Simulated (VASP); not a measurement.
Input for VASP

File POSCAR:
```
TiS
1
    3.2671700000     0.0000000000     0.0000000000
   -1.6335850000     2.8294520000     0.0000000000
    0.0000000000     0.0000000000     3.2170600000
Ti S
1 1
Direct
  0.6666670000   0.3333330000   0.0000000000
  0.0000000000   0.0000000000   0.5000000000
```

**KPOINTS**
```
Automatic mesh
0
Gamma
12 12 10
0 0 0
```

**INCAR**
```
SYSTEM = TiS
PREC = Accurate; ENCUT = 300; LREAL = .False.
LASPH = .True.
EDIFF = 1E-6; NELM = 100; ALGO = Normal
LMAXMIX = 4
ISMEAR = 0; SIGMA = 0.2
GGA = PS
ISIF = 2
LWAVE = .False.; LCHARG = .False.
```

POTCAR, in this order: Ti_sv S (PBE.64 set). Program: vasp_std.

Q: Write an equivalent input for Quantum ESPRESSO's pw.x.

A: One equivalent input (not run):
```
&CONTROL
  calculation = 'scf'
  pseudo_dir = './pseudo'
  outdir = './out'
  tprnfor = .true.
  tstress = .true.
/
&SYSTEM
  ibrav = 0
  nat = 2
  ntyp = 2
  ecutwfc = 84
  occupations = 'smearing'
  smearing = 'gaussian'
  degauss = 0.0147
  input_dft = 'pbesol'
/
&ELECTRONS
  conv_thr = 7.3e-08
  electron_maxstep = 100
/
ATOMIC_SPECIES
  Ti 47.867 Ti.upf
  S 32.060 S.upf
CELL_PARAMETERS angstrom
     3.2671700    0.0000000    0.0000000
    -1.6335850    2.8294520    0.0000000
     0.0000000    0.0000000    3.2170600
ATOMIC_POSITIONS crystal
  Ti   0.6666670  0.3333330  0.0000000
  S    0.0000000  0.0000000  0.5000000
K_POINTS automatic
  12 12 10 0 0 0
```
Limits of the translation: the potentials are each code's own (VASP's PAW set, PseudoDojo norm-conserving files in pw.x), so ENCUT and ecutwfc are chosen apart and not converted; conv_thr bounds pw.x's estimated SCF error, while EDIFF bounds the energy change between steps.

The structure comes from a computed database's TiS entry (P-6m2); how it stands against other phases isn't given here. The cell was not relaxed at this level.
